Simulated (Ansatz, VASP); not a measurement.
# MgRe2 in two plane-wave programs

One calculation is typed for both programs; each brings its own data sets and cutoff. How far apart do they land? The cell is invented: As first built, before any earlier steps moved the atoms (in the runner's words): it takes the MgPt2 structure with some of its atoms replaced by other elements, volume scaled by an estimate. It may not be a known or stable phase. The cell is taken from a series of VASP runs on this material, whose earlier steps may have relaxed, scaled or displaced it; both programs get it as it stands.

Program: Ansatz 0.2.0. Level of theory: plane waves, with VASP 6.6.1 beside it; single point at PBE. Results are calculated unless marked as measured.

## Step 1: The starting structure

It takes space group P1 (No. 1, triclinic). Conventional cell: a = 4.551 Å, b = 4.842 Å, c = 4.842 Å, α = 120.00°, β = 90.00°, γ = 90.00°. Re has 6 Mg at 2.71 to 2.88 Å and 6 Re at 2.73 to 2.82 Å nearest. Nearest to Re lie 4 Mg at 2.74 to 2.83 Å and 8 Re at 2.76 to 2.85 Å. Nearest to Re lie 4 Mg at 2.70 to 2.83 Å and 8 Re at 2.72 to 2.87 Å. Nearest to Re lie 8 Re at 2.72 to 2.87 Å and 4 Mg at 2.73 to 2.85 Å. Nearest to Mg lie 9 Re at 2.73 to 2.88 Å and 3 Mg at 2.78 to 2.81 Å. Mg has 9 Re at 2.70 to 2.88 Å and 3 Mg at 2.78 to 2.81 Å nearest. As first built, before any earlier steps moved the atoms (in the runner's words): sites of the MgPt2 structure (space group 189) filled with other elements, volume scaled by an estimate. Farther neighbours are not listed.

Structure file:

```xyz
6
Lattice="4.8420 0.0000 0.0000 -2.4210 4.1933 0.0000 0.0000 0.0000 4.5511" Properties=species:S:1:pos:R:3 pbc="T T T"
Re    0.0479    0.0108    2.2823
Re   -0.7984    1.4105    0.0237
Re    1.6053    0.0624   -0.0271
Re    1.6476    2.7791    0.0043
Mg   -0.0413    2.7869    2.2649
Mg    2.3716    1.4044    2.3098
```

## Step 2: VASP: single point, PBE

With cell and atoms fixed, the geometry can't cause a difference; cores, projectors, grids and the points listed under the comparison can.

Lines of VASP's logs that name or quote its potential files are left out, and so is its time.

INCAR

```
SYSTEM = MgRe2
PREC = Accurate
ENCUT = 400
EDIFF = 1E-06
NELM = 100
ISMEAR = -1
SIGMA = 0.05
LREAL = .FALSE.
ALGO = Normal
GGA = PE
NBANDS = 22
LORBIT = 11
LWAVE = .FALSE.
LCHARG = .FALSE.
KPAR = 1
NCORE = 1
ISIF = 2
```

POSCAR

```
MgRe2
1.0
    4.8419772759      0.0000000000      0.0000000000
   -2.4209886380      4.1932748559      0.0000000000
    0.0000000000      0.0000000000      4.5511112812
Re Mg
4 2
Direct
    0.0111840000      0.0025850000      0.5014840000
    0.0032850000      0.3363670000      0.0052090000
    0.3389800000      0.0148830000     -0.0059470000
    0.6716650000      0.6627630000      0.0009430000
    0.3237780000      0.6646010000      0.4976600000
    0.6572690000      0.3349240000      0.5075170000
```

KPOINTS

```
Automatic mesh
0
Gamma
5 5 4
0 0 0
```

PAW data sets: Re and Mg (PBE family, release 64).

Command:

```
$ mpirun -np 8 vasp_std
```

Numbers of over 12 decimals in the logs are rounded to 6 here.

What it wrote:

```text
[banner, memory and clock lines left out]
running    8 mpi-ranks, on    1 nodes
 distrk:  each k-point on    8 cores,    1 groups
 distr:  one band on    1 cores,    8 groups

 POSCAR found type information on POSCAR ReMg
 POSCAR found :  2 types and       6 ions
|                                                                             |
|           W    W    AA    RRRRR   N    N  II  N    N   GGGG   !!!           |
|           W    W   A  A   R    R  NN   N  II  NN   N  G    G  !!!           |
|           W    W  A    A  R    R  N N  N  II  N N  N  G       !!!           |
|           W WW W  AAAAAA  RRRRR   N  N N  II  N  N N  G  GGG   !            |
|           WW  WW  A    A  R   R   N   NN  II  N   NN  G    G                |
|           W    W  A    A  R    R  N    N  II  N    N   GGGG   !!!           |
|                                                                             |
|     For optimal performance we recommend to set                             |
|       NCORE = 2 up to number-of-cores-per-socket                            |
|     NCORE specifies how many cores store one orbital (NPAR=cpu/NCORE).      |
|     This setting can greatly improve the performance of VASP for DFT.       |
|     The default, NCORE=1 might be grossly inefficient on modern             |
|     multi-core architectures or massively parallel machines. Do your        |
|     Unfortunately you need to use the default for GW and RPA                |
|     calculations (for HF NCORE is supported but not extensively tested      |
|     yet).                                                                   |
|                                                                             |

 LDA part: xc-table for (Slater+PW92), standard interpolation
|                                                                             |
|           W    W    AA    RRRRR   N    N  II  N    N   GGGG   !!!           |
|           W    W   A  A   R    R  NN   N  II  NN   N  G    G  !!!           |
|           W    W  A    A  R    R  N N  N  II  N N  N  G       !!!           |
|           W WW W  AAAAAA  RRRRR   N  N N  II  N  N N  G  GGG   !            |
|           WW  WW  A    A  R   R   N   NN  II  N   NN  G    G                |
|           W    W  A    A  R    R  N    N  II  N    N   GGGG   !!!           |
|                                                                             |
|     The number of bands has been changed from the values supplied in        |
|     The orbitals not found in the WAVECAR file will be initialized with     |
|     random numbers, which is usually adequate. For correlated               |
|     calculations, however, you should redo the groundstate calculation.     |
|     I found NBANDS = 22. Now, NBANDS = 24.                                  |
|                                                                             |

 POSCAR, INCAR and KPOINTS ok, starting setup
 FFT: planning ... GRIDC
 FFT: planning ... GRID_SOFT
 FFT: planning ... GRID
 WAVECAR not read
 entering main loop
       N       E                     dE             d eps       ncg     rms          rms(c)
DAV:   1     0.100954121197E+03    0.10095E+03   -0.11542E+04  4896   0.136E+03
DAV:   2    -0.369330966167E+02   -0.13789E+03   -0.12203E+03  4512   0.562E+02
DAV:   3    -0.521469286405E+02   -0.15214E+02   -0.12968E+02  4352   0.184E+02
DAV:   4    -0.536861273048E+02   -0.15392E+01   -0.14469E+01  4336   0.513E+01
DAV:   5    -0.538000463050E+02   -0.11392E+00   -0.11128E+00  4320   0.146E+01    0.498E+01
DAV:   6    -0.511771443139E+02    0.26229E+01   -0.58016E+00  4544   0.465E+01    0.156E+01
DAV:   7    -0.510365966583E+02    0.14055E+00   -0.26912E+00  4672   0.335E+01    0.639E+00
DAV:   8    -0.506224901914E+02    0.41411E+00   -0.95533E-01  4744   0.275E+01    0.147E+00
DAV:   9    -0.505931296026E+02    0.29361E-01   -0.16129E-01  4240   0.371E+00    0.729E-01
DAV:  10    -0.505883550103E+02    0.47746E-02   -0.14907E-02  4432   0.344E+00    0.354E-01
DAV:  11    -0.505873827502E+02    0.97226E-03   -0.36856E-03  4592   0.141E+00    0.198E-01
DAV:  12    -0.505871248381E+02    0.25791E-03   -0.80739E-04  4480   0.409E-01    0.833E-02
DAV:  13    -0.505871287243E+02   -0.38862E-05   -0.12593E-04  4584   0.204E-01    0.406E-02
DAV:  14    -0.505871268762E+02    0.18481E-05   -0.89903E-06  3176   0.886E-02    0.162E-02
DAV:  15    -0.505871260086E+02    0.86767E-06   -0.14038E-06  2368   0.498E-02
   1 F= -.50587126E+02 E0= -.50572916E+02  d E =-.284191E-01
```

OUTCAR, selected parts (step 2):

```text
ion  position               nearest neighbor table
   1  0.011  0.003  0.501-   6 2.71   5 2.73   3 2.73   5 2.78   3 2.79   2 2.79   6 2.80   4 2.81
                             4 2.81   2 2.82   6 2.88   5 2.88
   2  0.003  0.336  0.005-   5 2.74   3 2.76   4 2.76   3 2.79   1 2.79   5 2.79   4 2.80   6 2.82
                             1 2.82   4 2.82   6 2.83   3 2.85
   3  0.339  0.015  0.994-   6 2.70   4 2.72   1 2.73   2 2.76   1 2.79   2 2.79   4 2.80   6 2.80
                             5 2.80   5 2.83   2 2.85   4 2.87
   4  0.672  0.663  0.001-   3 2.72   6 2.73   2 2.76   6 2.78   3 2.80   2 2.80   1 2.81   1 2.81
                             5 2.82   2 2.82   5 2.85   3 2.87
   5  0.324  0.665  0.498-   1 2.73   2 2.74   1 2.78   6 2.78   2 2.79   6 2.80   3 2.80   6 2.81
                             4 2.82   3 2.83   4 2.85   1 2.88
   6  0.657  0.335  0.508-   3 2.70   1 2.71   4 2.73   4 2.78   5 2.78   5 2.80   1 2.80   3 2.80
                             5 2.81   2 2.82   2 2.83   1 2.88

  LATTYP: Found a hexagonal cell.
 ALAT       =     4.8419772759
 C/A-ratio  =     0.9399282611

 Subroutine GETGRP returns: Found  1 space group operations
 (whereof  1 operations were pure point group operations)

The static configuration has the point symmetry C_1 .

 Found     51 irreducible k-points:

   k-points           NKPTS =     51   k-points in BZ     NKDIM =     51   number of bands    NBANDS=     24

   dimension x,y,z NGX =    32 NGY =   32 NGZ =   30
   dimension x,y,z NGXF=    64 NGYF=   64 NGZF=   60

   ENCUT  =  400.0 eV  29.40 Ry    5.42 a.u.   7.90  7.90  7.42*2*pi/ulx,y,z

   NELECT =      32.0000    total number of electrons

 k-points in reciprocal lattice and weights: Automatic mesh
   0.00000000  0.00000000  0.00000000       0.010
   0.20000000  0.00000000  0.00000000       0.020
   0.00000000  0.20000000  0.00000000       0.020
  -0.20000000  0.20000000  0.00000000       0.020
   0.40000000  0.00000000  0.00000000       0.020
   0.00000000  0.40000000  0.00000000       0.020
  -0.40000000  0.40000000  0.00000000       0.020
   0.20000000  0.20000000  0.00000000       0.020
  -0.20000000  0.40000000  0.00000000       0.020
[...]
-0.20000000 -0.40000000  0.50000000       0.020
   0.40000000  0.40000000  0.50000000       0.020

 average (electrostatic) potential at core
       1 -40.6364       2 -40.9204       3 -40.9362       4 -40.9080       5 -34.0009
       6 -33.9902

 E-fermi :   6.3766

 k-point     1 :       0.0000    0.0000    0.0000
  band No.  band energies     occupation
    ...
     11       4.1190      2.00000
     12       4.2076      2.00000
     13       5.1314      2.00000
     14       5.1960      2.00000
     15       6.0225      1.99832
     16       6.8478      0.00016
     17       6.9757      0.00001
     18       7.0657      0.00000
     19       7.1396      0.00000
     20       7.1688      0.00000
    ...

 k-point     2 :       0.2000    0.0000    0.0000
  band No.  band energies     occupation
    ...
     11       4.5373      2.00000
     12       4.6435      2.00000
     13       4.7575      2.00000
     14       5.1740      2.00000
     15       5.6527      2.00000
     16       6.5387      0.07526
     17       6.8589      0.00013
     18       6.9258      0.00003
     19       6.9725      0.00001
     20       7.4551      0.00000
    ...

 k-point     3 :       0.0000    0.2000    0.0000
  band No.  band energies     occupation
    ...
     11       4.5030      2.00000
     12       4.6184      2.00000
     13       4.7915      2.00000
     14       5.1462      2.00000
     15       5.6032      2.00000
     16       6.5039      0.14529
     17       6.8210      0.00028
     18       6.8746      0.00009
     19       7.0235      0.00000
     20       7.4638      0.00000
    ...

  Total       -0.1062129     -0.0427515      0.1428681      0.1958963      0.1234691     -0.3168709
  in kB       -1.8415965     -0.7412563      2.4771509      3.3965916      2.1407960     -5.4941356
  external PRESSURE =      -0.0352340 kB  Pullay stress =       0.0000000 kB

  energy-cutoff  :      400.00
  volume of cell :       92.40
      direct lattice vectors                 reciprocal lattice vectors
     4.841977276  0.000000000  0.000000000     0.206527198  0.119238547  0.000000000
    -2.420988638  4.193274856  0.000000000     0.000000000  0.238477094  0.000000000
     0.000000000  0.000000000  4.551111281     0.000000000  0.000000000  0.219726554

 POSITION                                       TOTAL-FORCE (eV/Angst)
 -----------------------------------------------------------------------------------
      0.04789      0.01084      2.28231        -0.911934     -0.069668     -0.045611
     -0.79843      1.41048      0.02371         0.027878     -0.195320     -0.143204
      1.60530      0.06241      4.52405         0.060991     -0.570805      0.404431
      1.64764      2.77915      0.00429        -0.197672      0.568840      0.095585
     -0.04127      2.78685      2.26491         0.405585      0.230751      0.106619
      2.37163      1.40443      2.30977         0.615152      0.036201     -0.417820
 -----------------------------------------------------------------------------------
    total drift:                                0.001128     -0.000395      0.000017

  FREE ENERGIE OF THE ION-ELECTRON SYSTEM (eV)
  ---------------------------------------------------
  free  energy   TOTEN  =       -50.5871260086 eV

  energy  without entropy=      -50.5587069066  energy(sigma->0) =      -50.57291646

 total charge
# of ion       s       p       d       tot
------------------------------------------
    1        0.588   0.523   4.814   5.925
    2        0.608   0.562   4.738   5.908
    3        0.615   0.577   4.748   5.941
    4        0.607   0.563   4.740   5.911
    5        0.220   0.226   0.046   0.492
    6        0.223   0.230   0.049   0.503
--------------------------------------------------
tot          2.861   2.681  19.137  24.679

[... 3 further parts left out ...]
```

The data set Re keeps the semicore shell frozen, which is cheaper and a little less accurate.

(Part 1 of 2 ends here.)

[Lines on the potential files, build, host, timing and source positions are cut from VASP's logs without a mark.]

[Logs are printed without paths, hosts, clocks, repeated set-up lines and the standing remarks that a program may print on its own settings, such as how far it seeks lower states.]

[Hosts, paths, dates, database ids (printed as entryN), source tags and the programs' standing remarks are cut or masked in the printed files.]
